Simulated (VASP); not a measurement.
Data:

```
S2Si
1.0
   -2.77189     2.77189     4.35666
    2.77189    -2.77189     4.35666
    2.77189     2.77189    -4.35666
Si S
2 4
Direct
  0.75000   0.25000   0.50000
  0.00000   0.00000   0.00000
  0.09278   0.12500   0.46778
  0.87500   0.34278   0.96778
  0.65722   0.62500   0.53222
  0.37500   0.90722   0.03222
```

The numbers are results of r2SCAN meta-GGA, VASP's PBE PAW potentials (set 64) (plane waves; VASP 6.6.1), not measurements. Run with 400 eV cut-off, 6×6×6 Γ-centred mesh, tetrahedra with Blöchl corrections, potentials Si S.

The cores are frozen, which limits the accuracy of field gradients.

**Question.** Give the principal components of the electric field gradient (V/Å²) and the asymmetry η at each nucleus.

**Answer.** 
```tsv
atom	Vxx	Vyy	Vzz	η
Si1	-3.9	-3.9	7.9	0.00
Si2	-3.9	-3.9	7.9	0.00
S3	122.2	8.6	-130.8	0.87
S4	122.2	8.6	-130.8	0.87
S5	122.2	8.6	-130.8	0.87
S6	122.2	8.6	-130.8	0.87
```

The structure comes from a computed database's SiS2 entry (I-42d); how it stands against other phases isn't given here. It was relaxed first.
